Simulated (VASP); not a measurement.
Output of a VASP run:

### OSZICAR
```
       N       E                     dE             d eps       ncg     rms          rms(c)
DAV:   1     0.310452847064E+03    0.31045E+03   -0.17324E+04   800   0.880E+02
DAV:   2    -0.208509107686E+02   -0.33130E+03   -0.31785E+03   872   0.261E+02
DAV:   3    -0.450663106412E+02   -0.24215E+02   -0.23532E+02   984   0.857E+01
DAV:   4    -0.457935925549E+02   -0.72728E+00   -0.72549E+00   952   0.144E+01
DAV:   5    -0.458182971512E+02   -0.24705E-01   -0.24701E-01  1080   0.244E+00    0.242E+01
DAV:   6    -0.650061874994E+02   -0.19188E+02   -0.17252E+02   992   0.165E+02    0.377E+01
DAV:   7    -0.477900478866E+02    0.17216E+02   -0.91804E+01  1080   0.818E+01    0.207E+01
DAV:   8    -0.486939170019E+02   -0.90387E+00   -0.66322E+01  1072   0.945E+01    0.247E+01
DAV:   9    -0.460615011237E+02    0.26324E+01   -0.49647E+01  1016   0.714E+01    0.202E+01
DAV:  10    -0.435840320981E+02    0.24775E+01   -0.17321E+01  1104   0.546E+01    0.894E+00
DAV:  11    -0.440390556875E+02   -0.45502E+00   -0.86790E+00  1232   0.481E+01    0.130E+01
DAV:  12    -0.433911701971E+02    0.64789E+00   -0.80274E+00  1072   0.383E+01    0.657E+00
DAV:  13    -0.434759952829E+02   -0.84825E-01   -0.17046E+00  1168   0.155E+01    0.628E+00
DAV:  14    -0.434040883064E+02    0.71907E-01   -0.75167E-01  1064   0.154E+01    0.389E+00
DAV:  15    -0.436144632364E+02   -0.21037E+00   -0.18752E-01  1144   0.447E+00    0.269E+00
DAV:  16    -0.439201997081E+02   -0.30574E+00   -0.14666E-01  1120   0.418E+00    0.280E+00
DAV:  17    -0.439687964146E+02   -0.48597E-01   -0.99325E-02  1064   0.324E+00    0.184E+00
DAV:  18    -0.440534262761E+02   -0.84630E-01   -0.85292E-02  1144   0.380E+00    0.250E+00
DAV:  19    -0.440596629296E+02   -0.62367E-02   -0.77880E-02  1000   0.338E+00    0.140E+00
DAV:  20    -0.440690740410E+02   -0.94111E-02   -0.13663E-02   992   0.107E+00    0.168E+00
DAV:  21    -0.440620647209E+02    0.70093E-02   -0.10688E-02  1008   0.115E+00    0.112E+00
DAV:  22    -0.440616934490E+02    0.37127E-03   -0.16750E-03  1200   0.581E-01    0.910E-01
DAV:  23    -0.440617789179E+02   -0.85469E-04   -0.37566E-03  1088   0.705E-01    0.538E-01
DAV:  24    -0.440626571944E+02   -0.87828E-03   -0.26087E-03  1152   0.536E-01    0.284E-01
DAV:  25    -0.440636235013E+02   -0.96631E-03   -0.14158E-03  1040   0.372E-01    0.111E-01
DAV:  26    -0.440642827151E+02   -0.65921E-03   -0.57626E-04  1032   0.255E-01    0.500E-02
DAV:  27    -0.440643995249E+02   -0.11681E-03   -0.12189E-04   936   0.120E-01    0.269E-02
DAV:  28    -0.440644795793E+02   -0.80054E-04   -0.21443E-05   968   0.473E-02    0.160E-02
DAV:  29    -0.440645384156E+02   -0.58836E-04   -0.13722E-05   816   0.351E-02    0.220E-02
DAV:  30    -0.440645837780E+02   -0.45362E-04   -0.72812E-06   832   0.154E-02    0.258E-02
DAV:  31    -0.440645978143E+02   -0.14036E-04   -0.15505E-06   664   0.129E-02    0.216E-02
DAV:  32    -0.440646128957E+02   -0.15081E-04   -0.69515E-06   728   0.261E-02    0.933E-03
DAV:  33    -0.440646237205E+02   -0.10825E-04   -0.28319E-06   760   0.885E-03    0.761E-03
DAV:  34    -0.440646293553E+02   -0.56348E-05   -0.89516E-07   632   0.734E-03    0.687E-03
DAV:  35    -0.440646314770E+02   -0.21217E-05   -0.85271E-07   616   0.953E-03    0.324E-03
DAV:  36    -0.440646319906E+02   -0.51368E-06   -0.20591E-07   608   0.312E-03
   1 F= -.44064632E+02 E0= -.44057053E+02  d E =-.227381E-01  mag=    -0.0000
```

File OUTCAR:
```
------------------------ aborting loop because EDIFF is reached ----------------------------------------
  FORCE on cell =-STRESS in cart. coord.  units (eV):
  Direction    XX          YY          ZZ          XY          YZ          ZX
  --------------------------------------------------------------------------------------
  Total       -7.0624003     -7.0623992    -10.6801413     -0.0000011      0.0000000     -0.0000000
  in kB      -39.2746643    -39.2746579    -59.3932579     -0.0000062      0.0000000     -0.0000000
  external PRESSURE =     -45.9808600 kB  Pullay stress =       0.0000000 kB
  volume of cell :      288.10
      direct lattice vectors                 reciprocal lattice vectors
     3.675053000  0.000000000  0.000000000     0.272104919  0.157099818  0.000000000
    -1.837526000  3.182689000  0.000000000     0.000000000  0.314199722  0.000000000
     0.000000000  0.000000000 24.631600000     0.000000000  0.000000000  0.040598256
 POSITION                                       TOTAL-FORCE (eV/Angst)
 -----------------------------------------------------------------------------------
     -0.00000      2.12179      7.00001        -0.000000      0.000000      1.851655
      1.83753      1.06090     13.07519         0.000000     -0.000000      0.729028
      1.83753      1.06090     16.11281        -0.000000      0.000000     -0.216875
     -0.00000      2.12179     10.03760         0.000000     -0.000000     -0.365993
      0.00000      0.00000     17.63159         0.000000     -0.000000     -1.088274
      0.00000      0.00000     11.55641         0.000000     -0.000000      0.131724
     -0.00000      2.12179     14.59400        -0.000000     -0.000000      0.094055
      1.83753      1.06090      8.51879         0.000000     -0.000000     -1.135320
 -----------------------------------------------------------------------------------
    total drift:                               -0.000001     -0.000007      0.001409
  FREE ENERGIE OF THE ION-ELECTRON SYSTEM (eV)
  ---------------------------------------------------
  free  energy   TOTEN  =       -44.0646319906 eV

  energy  without entropy=      -44.0418939237  energy(sigma->0) =      -44.05705263

 total charge

# of ion       s       p       d       tot
------------------------------------------
    1        0.355   0.202   8.474   9.031
    2        0.447   0.402   8.471   9.320
    3        0.462   0.426   8.434   9.322
    4        0.455   0.390   8.478   9.324
    5        1.215   1.129   0.036   2.380
    6        1.148   1.237   0.068   2.453
    7        1.163   1.219   0.070   2.451
    8        1.154   1.211   0.072   2.437
--------------------------------------------------
tot          6.399   6.218  34.102  46.718

 magnetization (x)

# of ion       s       p       d       tot
------------------------------------------
    1       -0.000  -0.000  -0.000  -0.000
    2        0.000  -0.000  -0.000  -0.000
    3        0.000  -0.000  -0.000  -0.000
    4       -0.000  -0.000   0.000   0.000
    5       -0.000   0.000  -0.000  -0.000
    6       -0.000  -0.000  -0.000  -0.000
    7       -0.000  -0.000  -0.000  -0.000
    8       -0.000  -0.000   0.000  -0.000
--------------------------------------------------
tot         -0.000  -0.000  -0.000  -0.000
```
(Selected blocks of OUTCAR.)

POSCAR:
```
NiSb
1
    3.6750530000     0.0000000000     0.0000000000
   -1.8375260000     3.1826890000     0.0000000000
    0.0000000000     0.0000000000    24.6316000000
Ni Sb
4 4
Direct
  0.3333330000   0.6666670000   0.2841880000
  0.6666670000   0.3333330000   0.5308300000
  0.6666670000   0.3333330000   0.6541520000
  0.3333330000   0.6666670000   0.4075090000
  0.0000000000   0.0000000000   0.7158120000
  0.0000000000   0.0000000000   0.4691700000
  0.3333330000   0.6666670000   0.5924910000
  0.6666670000   0.3333330000   0.3458480000
```

Question: Reconstruct the remaining input files.

Answer: One answer among several that fit: the input of the run itself, LDA (Ceperley-Alder, Perdew-Zunger), plane waves, VASP's LDA PAW potentials (set 64).

INCAR:
```
# general
SYSTEM  = NiSb
PREC    = Accurate
ENCUT   = 300
LREAL   = .FALSE.
LASPH   = .TRUE.

# electronic loop
EDIFF   = 1E-6
NELM    = 100
ALGO    = Normal
LMAXMIX = 4

# smearing
ISMEAR  = 1
SIGMA   = 0.136

# spin
ISPIN   = 2
MAGMOM  = 4*2.0 4*0.0

# ions
ISIF    = 2

# output
LWAVE   = .FALSE.
LCHARG  = .FALSE.
LORBIT  = 11
```

KPOINTS:
```
Automatic mesh
0
Gamma
5 5 1
0 0 0
```

POTCAR, in this order: Ni Sb (LDA.64 set). Program: vasp_std.

At this cut-off the stress carries a Pulay error, which pulls relaxed volumes low. The cell holds a wide vacuum, so values per volume refer to the whole cell.

The cell is a sheet with vacuum, built from a generated structure.
